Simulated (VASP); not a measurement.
Input:

```
CELL_PARAMETERS angstrom
     -1.54382     1.54382     2.91362
      1.54382    -1.54382     2.91362
      1.54382     1.54382    -2.91362
ATOMIC_POSITIONS crystal
  Sb 0.00000 0.00000 0.00000
```

The numbers are results of r2SCAN+rVV10, VASP's PBE PAW potentials (set 64) (plane waves; VASP), not measurements. Run with 400 eV cut-off, 18×18×18 Γ-centred mesh, tetrahedra with Blöchl corrections, potentials Sb.

**Question.** The job: Sb (space group I4/mmm), 1 atom, r2SCAN+rVV10, static run, 400 eV, 18×18×18 Γ-centred mesh. Roughly how much core time does it take on a busy server core?

**Answer.** About 3 core-minutes (one run on a shared machine, a rough figure). It had 480 irreducible k-points, 6 bands, up to 518 plane waves and 23 electronic steps.

The structure comes from a measured Sb entry (I4/mmm) of the Crystallography Open Database, whose conditions weren't checked. It was relaxed first, which changed the volume by +24 %.
